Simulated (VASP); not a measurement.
# YPt under strain, part 5 of 5

Aim: follow the pressure of YPt through compression, expansion and shear. All runs use PBEsol. Left out of this account: at least 1 further run (self-consistent run: a reference on another mesh). The start is a computed cell from the Materials Project.

VASP 6.6.1; PBEsol; plane waves and PAW (Y_sv, Pt).

Still holding for the runs below: Spin-orbit coupling is off here; it can split and shift levels that hold much weight on Y and Pt by tenths of an eV or more.

So far, pressure (GPa): step 2 (bands, cell as listed) -3.45; step 4 (cell volume +8.0 %) -10.1; step 5 (bands, sheared, principal strains -1.5, +0.2, +1.3 %) -3.27; step 6 (cell volume -4.0 %) 1.18; step 7 (cell volume -8.0 %) 6.98.

### Step 8. Bands, atoms displaced by up to 0.03 Å

In the first cell the atoms are moved off their sites at random; since the same shifts repeat in every cell, this is a frozen displacement of whole sublattices.

File INCAR:

```
SYSTEM = YPt
PREC = Accurate
ENCUT = 400
EDIFF = 1E-06
NELM = 100
ISMEAR = -1
SIGMA = 0.05
LREAL = .FALSE.
ALGO = Normal
GGA = PS
NBANDS = 64
LASPH = .TRUE.
LORBIT = 11
LWAVE = .FALSE.
LCHARG = .FALSE.
KPAR = 8
```

File POSCAR:

```
YPt
1.0
    7.0462340500      0.0000000000      0.0000000000
    0.0000000000      4.5136933400      0.0000000000
    0.0000000000      0.0000000000      5.5521317500
Y Pt
4 4
Direct
    0.1854270000      0.2488840000      0.6387690000
    0.8164060000      0.7468380000      0.3585620000
    0.3140770000      0.7488760000      0.1404550000
    0.6786570000      0.2517180000      0.8593650000
    0.0440790000      0.2506980000      0.1527880000
    0.9601440000      0.7511130000      0.8490780000
    0.4568510000      0.7480230000      0.6530540000
    0.5431750000      0.2496180000      0.3494790000
```

File KPOINTS:

```
Automatic mesh
0
Gamma
5 7 6
0 0 0
```

File KPOINTS_OPT:

```
Line mode
12
Line-mode
Reciprocal
  0.00000000   0.00000000   0.00000000 GAMMA
  0.00000000   0.50000000   0.00000000 X

  0.00000000   0.50000000   0.00000000 X
  0.00000000   0.50000000   0.50000000 S

  0.00000000   0.50000000   0.50000000 S
  0.00000000   0.00000000   0.50000000 Y

  0.00000000   0.00000000   0.50000000 Y
  0.00000000   0.00000000   0.00000000 GAMMA

  0.00000000   0.00000000   0.00000000 GAMMA
  0.50000000   0.00000000   0.00000000 Z

  0.50000000   0.00000000   0.00000000 Z
  0.50000000   0.50000000   0.00000000 U

  0.50000000   0.50000000   0.00000000 U
  0.50000000   0.50000000   0.50000000 R

  0.50000000   0.50000000   0.50000000 R
  0.50000000   0.00000000   0.50000000 T

  0.50000000   0.00000000   0.50000000 T
  0.50000000   0.00000000   0.00000000 Z

  0.00000000   0.00000000   0.50000000 Y
  0.50000000   0.00000000   0.50000000 T

  0.50000000   0.50000000   0.00000000 U
  0.00000000   0.50000000   0.00000000 X

  0.00000000   0.50000000   0.50000000 S
  0.50000000   0.50000000   0.50000000 R
```

The projector-augmented-wave data sets are Y_sv and Pt (PBE family, release 64).

The run is started by

```bash
$ mpirun -np 8 vasp_std
```

Output:

```text
[... set-up lines as in an earlier step ...]
 entering main loop
       N       E                     dE             d eps       ncg     rms          rms(c)
DAV:   1     0.448691705687E+03    0.44869E+03   -0.34478E+04 13568   0.105E+03
DAV:   2    -0.322390530254E+02   -0.48093E+03   -0.44973E+03 15168   0.291E+02
DAV:   3    -0.644790859105E+02   -0.32240E+02   -0.31610E+02 19520   0.556E+01
DAV:   4    -0.672985852002E+02   -0.28195E+01   -0.28061E+01 19832   0.132E+01
DAV:   5    -0.673801623797E+02   -0.81577E-01   -0.81559E-01 17848   0.235E+00    0.658E+01
DAV:   6    -0.654931312315E+02    0.18870E+01   -0.24106E+00 15328   0.621E+00    0.393E+01
DAV:   7    -0.650471157127E+02    0.44602E+00   -0.27279E+00 16184   0.569E+00    0.843E+00
DAV:   8    -0.649931380622E+02    0.53978E-01   -0.78867E-01 15400   0.314E+00    0.294E+00
DAV:   9    -0.649515161233E+02    0.41622E-01   -0.21751E-01 15064   0.184E+00    0.156E+00
DAV:  10    -0.649509708579E+02    0.54527E-03   -0.89122E-03 16872   0.407E-01    0.308E-01
DAV:  11    -0.649508427268E+02    0.12813E-03   -0.16016E-03 16232   0.267E-01    0.269E-01
DAV:  12    -0.649507742299E+02    0.68497E-04   -0.52531E-04 14928   0.141E-01    0.105E-01
DAV:  13    -0.649507747314E+02   -0.50154E-06   -0.48082E-05 17264   0.267E-02    0.201E-02
DAV:  14    -0.649507736104E+02    0.11210E-05   -0.33906E-06 13608   0.104E-02    0.183E-02
DAV:  15    -0.649507727388E+02    0.87163E-06   -0.85794E-07  8992   0.571E-03
   1 F= -.64950773E+02 E0= -.64931965E+02  d E =-.376164E-01
 Start KPOINTS_OPT (optional k-point list driver)
k-point batch [1-106\144]
       N       E                     dE             ncg
DAV:   1    -0.169342341658E+04   -0.14084E+06    13568
DAV:   2    -0.527161778264E+05   -0.51023E+05    15240
DAV:   3    -0.562542043152E+05   -0.35380E+04    19688
DAV:   4    -0.565700502731E+05   -0.31585E+03    19640
DAV:   5    -0.565798495562E+05   -0.97993E+01    17704
DAV:   6    -0.565799740045E+05   -0.12445E+00    19192
DAV:   7    -0.565799763835E+05   -0.23790E-02    17632
DAV:   8    -0.565799764152E+05   -0.31651E-04    14544
DAV:   9    -0.565799764166E+05   -0.14022E-05    10160
DAV:  10    -0.565799764171E+05   -0.48950E-06     9280
k-point batch [107-144\144]
       N       E                     dE             ncg
DAV:   1     0.815050039249E+05   -0.65468E+05     4864
DAV:   2     0.630546016837E+05   -0.18450E+05     5416
DAV:   3     0.617708071087E+05   -0.12838E+04     6952
DAV:   4     0.616495964554E+05   -0.12121E+03     6984
DAV:   5     0.616456594254E+05   -0.39370E+01     6456
DAV:   6     0.616456165763E+05   -0.42849E-01     6848
DAV:   7     0.616456157930E+05   -0.78321E-03     6376
DAV:   8     0.616456157822E+05   -0.10831E-04     5232
DAV:   9     0.616456157818E+05   -0.44635E-06     3672
```

Run time: 2 min. Hardware: 8 MPI ranks of Intel Xeon 6975P-C (Granite Rapids), shared host; peak memory 8.5 GiB.

From OUTCAR (step 8):

```text
   NELECT =      84.0000    total number of electrons

 E-fermi :   6.0084

 k-point     1 :       0.0000    0.0000    0.0000
  band No.  band energies     occupation
    ...
     40       4.3455      2.00000
     41       5.3235      2.00000
     42       5.6392      1.99876
     43       5.7243      1.99321
     44       6.0372      0.71904
     45       7.4287      0.00000
     46       7.6832      0.00000
     47       8.0252      0.00000
     48       8.1644      0.00000
     49       8.2310      0.00000
    ...

  Total       -3.6750746     -3.6228387     -3.7457447      0.0006555      0.0244989      0.0125698
  in kB      -33.3447805    -32.8708323    -33.9859866      0.0059475      0.2222840      0.1140487
  external PRESSURE =     -33.4005332 kB  Pullay stress =       0.0000000 kB

 POSITION                                       TOTAL-FORCE (eV/Angst)
 -----------------------------------------------------------------------------------
      1.30656      1.12339      3.54653        -0.203871      0.015580      0.059442
      5.75259      3.37100      1.99078         0.057117      0.086536      0.063723
      2.21306      3.38020      0.77982         0.155334      0.014346      0.019688
      4.78198      1.13618      4.77131         0.218083     -0.072583      0.046669
      0.31059      1.13157      0.84830        -0.108822     -0.036803     -0.084574
      6.76540      3.39029      4.71419        -0.102835     -0.024893     -0.029874
      3.21908      3.37635      3.62584         0.031387      0.054789     -0.040468
      3.82734      1.12670      1.94035        -0.046393     -0.036973     -0.034606
 -----------------------------------------------------------------------------------
    total drift:                               -0.000030     -0.000050      0.000103

  FREE ENERGIE OF THE ION-ELECTRON SYSTEM (eV)
  ---------------------------------------------------
  free  energy   TOTEN  =       -64.9507727388 eV

  energy  without entropy=      -64.9131563485  energy(sigma->0) =      -64.93196454

[... 5 parts as in an earlier step ...]

[... 12 further parts left out ...]
```

Numbers from this step:

```
SCF cycles              : 15
irreducible k-points    : 106
symmetry operations     : 1
free energy (TOTEN)     : -64.9508 eV
energy at zero smearing : -64.9320 eV
Fermi energy            : 6.008 eV
pressure                : -3.340 GPa
```

Electronic bands along the path, in eV, zero at the Fermi level; # counts the bands kept in this run, so #1 is VASP's band 17:

| point | #23 | #24 | #25 | #26 | #27 | #28 | #29 | #30 |
| --- | --- | --- | --- | --- | --- | --- | --- | --- |
| Γ | -1.93 | -1.66 | -0.69 | -0.37 | -0.28 | 0.03 | 1.42 | 1.67 |
| 0.55 of the way | -1.70 | -1.41 | -0.76 | -0.09 | -0.01 | 0.63 | 0.73 | 0.82 |
| X | -1.92 | -1.91 | 0.01 | 0.05 | 0.31 | 0.32 | 0.84 | 0.84 |
| 0.55 of the way | -1.79 | -1.78 | -0.72 | -0.70 | 0.21 | 0.22 | 0.97 | 0.98 |
| S | -1.76 | -1.74 | -1.01 | -1.01 | 0.46 | 0.47 | 0.60 | 0.63 |
| 0.55 of the way | -1.45 | -1.43 | -0.66 | -0.64 | -0.01 | 0.01 | 0.93 | 0.96 |
| Y | -1.55 | -1.51 | -0.59 | -0.56 | 0.18 | 0.20 | 1.08 | 1.12 |
| 0.45 of the way | -1.65 | -1.60 | -1.29 | -0.45 | -0.27 | 1.11 | 1.13 | 1.21 |
| Γ | -1.93 | -1.66 | -0.69 | -0.37 | -0.28 | 0.03 | 1.42 | 1.67 |
| 0.45 of the way | -1.87 | -1.67 | -0.49 | -0.06 | 0.10 | 0.30 | 1.39 | 1.54 |
| Z | -1.77 | -1.70 | 0.18 | 0.20 | 0.68 | 0.72 | 1.10 | 1.13 |
| 0.55 of the way | -1.82 | -1.78 | -0.39 | -0.36 | 0.84 | 0.86 | 1.00 | 1.05 |
| U | -2.10 | -2.08 | 0.35 | 0.36 | 0.38 | 0.39 | 1.23 | 1.24 |
| 0.55 of the way | -2.05 | -2.04 | -0.23 | -0.21 | -0.20 | -0.18 | 1.52 | 1.53 |
| R | -1.98 | -1.97 | -0.71 | -0.70 | -0.69 | -0.67 | 1.77 | 1.78 |
| 0.45 of the way | -2.13 | -2.11 | -0.77 | -0.74 | 0.24 | 0.27 | 1.27 | 1.29 |
| T | -2.18 | -2.15 | 0.37 | 0.41 | 0.76 | 0.79 | 1.17 | 1.19 |
| 0.55 of the way | -1.90 | -1.86 | 0.28 | 0.31 | 0.51 | 0.54 | 1.10 | 1.13 |
| Z | -1.77 | -1.70 | 0.18 | 0.20 | 0.68 | 0.72 | 1.10 | 1.13 |
| jump to Y | -1.55 | -1.51 | -0.59 | -0.56 | 0.18 | 0.20 | 1.08 | 1.12 |
| 0.45 of the way | -1.97 | -1.96 | 0.12 | 0.13 | 0.25 | 0.29 | 1.06 | 1.09 |
| T | -2.18 | -2.15 | 0.37 | 0.41 | 0.76 | 0.79 | 1.17 | 1.19 |
| jump to U | -2.10 | -2.08 | 0.35 | 0.36 | 0.38 | 0.39 | 1.23 | 1.24 |
| 0.45 of the way | -2.07 | -2.06 | 0.27 | 0.29 | 0.36 | 0.37 | 0.91 | 0.93 |
| X | -1.92 | -1.91 | 0.01 | 0.05 | 0.31 | 0.32 | 0.84 | 0.84 |
| jump to S | -1.76 | -1.74 | -1.01 | -1.01 | 0.46 | 0.47 | 0.60 | 0.63 |

Of the projections kept (Y, Pt), the largest for each band there, as a share of the weight inside these atoms' spheres; weight between the spheres isn't counted:

| point | #23 | #24 | #25 | #26 | #27 | #28 | #29 | #30 |
| --- | --- | --- | --- | --- | --- | --- | --- | --- |
| Γ | Pt 0.93 | Pt 0.72 | Y 0.51 | Pt 0.51 | Y 0.68 | Y 0.60 | Y 0.61 | Y 0.68 |
| X | Pt 0.83 | Pt 0.83 | Y 0.60 | Y 0.60 | Y 0.59 | Y 0.59 | Y 0.67 | Y 0.67 |
| S | Pt 0.82 | Pt 0.82 | Pt 0.66 | Pt 0.66 | Y 0.63 | Y 0.63 | Y 0.59 | Y 0.58 |
| Y | Pt 0.81 | Pt 0.81 | Pt 0.56 | Pt 0.56 | Y 0.68 | Y 0.68 | Y 0.62 | Y 0.63 |
| Γ | Pt 0.93 | Pt 0.72 | Y 0.51 | Pt 0.51 | Y 0.68 | Y 0.60 | Y 0.61 | Y 0.68 |
| Z | Pt 0.73 | Pt 0.74 | Y 0.52 | Y 0.51 | Y 0.65 | Y 0.66 | Y 0.64 | Y 0.63 |

Force by atom:

| atom | x (eV/Å) | y (eV/Å) | z (eV/Å) | size |
| --- | --- | --- | --- | --- |
| Y1 | -0.204 | 0.016 | 0.059 | 0.213 |
| Y2 | 0.057 | 0.087 | 0.064 | 0.122 |
| Y3 | 0.155 | 0.014 | 0.020 | 0.157 |
| Y4 | 0.218 | -0.073 | 0.047 | 0.235 |
| Pt5 | -0.109 | -0.037 | -0.085 | 0.143 |
| Pt6 | -0.103 | -0.025 | -0.030 | 0.110 |
| Pt7 | 0.031 | 0.055 | -0.040 | 0.075 |
| Pt8 | -0.046 | -0.037 | -0.035 | 0.069 |

 The pressure is -3.34 GPa, and the symmetry operations fall from 8 to 1.

### Step 9. The runs together

| cell | mesh | pressure (GPa) | gap (eV) |
| --- | --- | --- | --- |
| cell as listed | 5×7×6 | -3.45 | none |
| volume times 1.04 | 5×7×6 | -7.16 | none |
| volume times 1.08 | 5×7×6 | -10.12 | none |
| sheared, principal strains -1.5, +0.2, +1.3 % | 5×7×6 | -3.27 | none |
| volume times 0.96 | 5×7×6 | 1.18 | none |
| volume times 0.92 | 5×7×6 | 6.98 | none |
| atoms displaced by up to 0.03 Å | 5×7×6 | -3.34 | none |

### Step 10. Results

```yaml
pressure_cell_as_listed: -3.45 GPa
pressure_volume_times_1p04: -7.16 GPa
pressure_volume_times_1p08: -10.1 GPa
pressure_sheared_principal_strains_minus_1p5_plus_0p2_plus_1p3: -3.27 GPa
pressure_volume_times_0p96: 1.18 GPa
pressure_volume_times_0p92: 6.98 GPa
pressure_atoms_displaced_by_up_to_0p03_a: -3.34 GPa
bulk_modulus_at_the_listed_volume_shape_and_positions_held: 105 GPa
```

The slope of pressure against ln V at the listed volume gives a bulk modulus of 105 GPa at fixed shape and positions, above that of a cell free to relax (not that of equilibrium, since the cell bears -3.5 GPa there). The atoms were not relaxed in the changed cells. Spin-orbit coupling is left out, and with elements this heavy it would split and shift bands near the Fermi level.

[Lines on the potential files, build, host, timing and source positions are cut from VASP's logs without a mark.]

[Logs are printed without paths, hosts, clocks, repeated set-up lines and the standing remarks that a program may print on its own settings, such as how far it seeks lower states.]

[Hosts, paths, dates, database ids (printed as entryN), source tags and the programs' standing remarks are cut or masked in the printed files.]

[A measured line is paired with the nearest computed mode of its activity, which favours agreement.]

[In band tables of VASP the shares of atoms and orbitals are scaled to a sum of 1 inside the atoms' spheres.]
